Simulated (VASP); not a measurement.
Crystal: TiB2.

```
CELL_PARAMETERS angstrom
3.02920 0.00000 0.00000
-1.51460 2.62336 0.00000
0.00000 0.00000 3.22840
ATOMIC_POSITIONS crystal
Ti 0.00000 0.00000 0.00000
B 0.33333 0.66667 0.50000
B 0.66667 0.33333 0.50000
```

| Property | Result |
| --- | --- |
| Program | VASP 6.6.1 |
| Task | relaxation of cell and atoms |
| Functional | PBE |
| Dispersion | D3(BJ) |
| Potentials or basis | VASP PAW PBE potentials, release 64 (Ti_sv, B) |
| Cutoff | 520 eV |
| k mesh | 15 × 15 × 14 |
| Occupations | gaussian, width 0.1 eV |
| Spin | no spin polarisation |

At the start: pressure -7.6 GPa; volume 8.55 Å³/atom.

Q: Where does the relaxation end?

A: Over 5 steps the energy falls by 6.5 meV/atom and the volume is 8.29 Å³/atom (-3.0 %); space group P6/mmm (No. 191, to 0.05 Å).

The path:
| step | energy change (eV) | largest force (eV/Å) | pressure (GPa) | volume (Å³) |
| --- | --- | --- | --- | --- |
| 1 | 0.0000 | 0.0000 | -7.64 | 25.66 |
| 2 | -0.0010 | 0.0000 | 8.32 | 24.17 |
| 3 | -0.0189 | 0.0000 | 0.04 | 24.89 |
| 4 | -0.0195 | 0.0000 | -0.02 | 24.87 |
| 5 | -0.0195 | 0.0000 | -0.02 | 24.87 |

Final structure:
```
CELL_PARAMETERS angstrom
3.00450 0.00000 0.00000
-1.50225 2.60198 0.00000
0.00000 0.00000 3.18177
ATOMIC_POSITIONS crystal
Ti 0.00000 0.00000 0.00000
B 0.33333 0.66667 0.50000
B 0.66667 0.33333 0.50000
```

Caveat: pairwise dispersion overbinds metals, which lowers pressure and volume.
